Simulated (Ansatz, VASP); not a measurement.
# Mo6C: VASP beside Ansatz

```
CELL_PARAMETERS angstrom
4.46958 0.00000 0.00000
-2.23479 3.87077 0.00000
0.00000 0.00000 19.75957
ATOMIC_POSITIONS crystal
Mo 0.66667 0.33333 0.20243
Mo 0.33333 0.66667 0.24861
Mo 0.00000 0.00000 0.29478
Mo 0.66667 0.33333 0.33688
Mo 0.33333 0.66667 0.37797
Mo 0.00000 0.00000 0.41800
C 0.66667 0.33333 0.43648
```

Alike in both runs: functional PBE; k mesh 6 × 6 × 1; occupations gaussian, width 0.1 eV; no spin polarisation.

Ansatz relaxed the structure, and its values are those at the end. VASP's run is a single point on that final structure, the one shown.

|  | VASP | Ansatz |
| --- | --- | --- |
| version | VASP 6.6.1 | Ansatz 0.2.0 |
| potentials or method | VASP PAW PBE potentials, release 64 (Mo_sv, C) | scalar-relativistic, plane waves, PAW |
| plane-wave cutoff (eV) | 520 | 420 |
| valence electrons in the cell | 88 | 88 |

|  | VASP | Ansatz | Ansatz less VASP |
| --- | --- | --- | --- |
| gap on the k mesh at the Fermi level (eV) | none | none | - |
| rms of the force components (eV/Å) | 0.782 | 0.770 | -0.0125 |

A gap of «none» marks a metal or a gap that the smearing closes. Ansatz warned: «xc_potential_rough_in_thin_density».
